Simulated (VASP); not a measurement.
Here is a VASP 6.6.1 calculation.

INCAR

```
PREC     = Accurate       # precision mode
ENCUT    = 520            # plane-wave cutoff, eV
EDIFF    = 1E-6           # SCF threshold, eV
ISMEAR   = -1             # smearing method
SIGMA    = 0.15           # smearing width, eV
LREAL    = Auto         
LASPH    = True           # aspherical terms in the spheres
NELM     = 100            # most SCF steps
ALGO     = Normal         # electronic algorithm
ISIF     = 2              # what is computed and relaxed
LWAVE    = False          # write WAVECAR
LCHARG   = False          # write CHGCAR
GGA      = PS             # functional
IBRION   = 2              # ionic algorithm
NSW      = 80             # ionic steps
EDIFFG   = -0.03          # ionic threshold
```

The input KPOINTS:

```
Automatic mesh
0
Gamma
  3 3 1
```

The input POSCAR:

```
MgAl16
1.0
    5.7275650000      0.0000000000      0.0000000000
    2.8637820000      4.9602170000      0.0000000000
    0.0000000000      0.0000000000     18.0148060000
Al Mg
16 1
Selective dynamics
Direct
    0.0000000000      0.0000000000      0.0555099000  F F F
    0.5000000000      0.0000000000      0.0555099000  F F F
    0.0000000000      0.5000000000      0.0555099000  F F F
    0.5000000000      0.5000000000      0.0555099000  F F F
    0.1666667000      0.1666667000      0.1853069000  T T T
    0.6666667000      0.1666667000      0.1853069000  T T T
    0.1666667000      0.6666667000      0.1853069000  T T T
    0.6666667000      0.6666667000      0.1853069000  T T T
   -0.1666667000      0.3333333000      0.3151040000  T T T
    0.3333333000      0.3333333000      0.3151040000  T T T
   -0.1666667000      0.8333333000      0.3151040000  T T T
    0.3333333000      0.8333333000      0.3151040000  T T T
    0.0000000000      0.0000000000      0.4449010000  T T T
    0.5000000000      0.0000000000      0.4449010000  T T T
    0.0000000000      0.5000000000      0.4449010000  T T T
    0.5000000000      0.5000000000      0.4449010000  T T T
    0.8380543000      0.8459158000      0.5659126000  T T T
```

Potentials or basis: VASP PAW PBE potentials, release 64 (Al, Mg).

Command:

```console
$ cat potpaw_PBE.64/Al/POTCAR potpaw_PBE.64/Mg/POTCAR > POTCAR
$ mpirun -np 1 vasp_std > vasp.out
```

Task: Estimate the energy gained by relaxing.

Result: 4.1 meV/atom.

Task: What does it give for the band gap on the k mesh?

Result: None (metal or under the smearing width).

The path:
```
step  energy change (eV)  largest force (eV/Å)  pressure (GPa)
   1              0.0000                0.6114           -1.16
   2             -0.0419                0.3584           -1.21
   3             -0.0626                0.1217           -1.24
   4             -0.0627                0.1179           -1.24
   5             -0.0658                0.0866           -1.26
   6             -0.0686                0.0635           -1.28
   7             -0.0686                0.0635           -1.28
   8             -0.0693                0.0585           -1.29
```

Caveat: the k mesh is coarse (spacing up to 0.42 Å⁻¹), so the values aren't converged; the PAW data sets were made with another functional, which shifts forces and pressure a little.
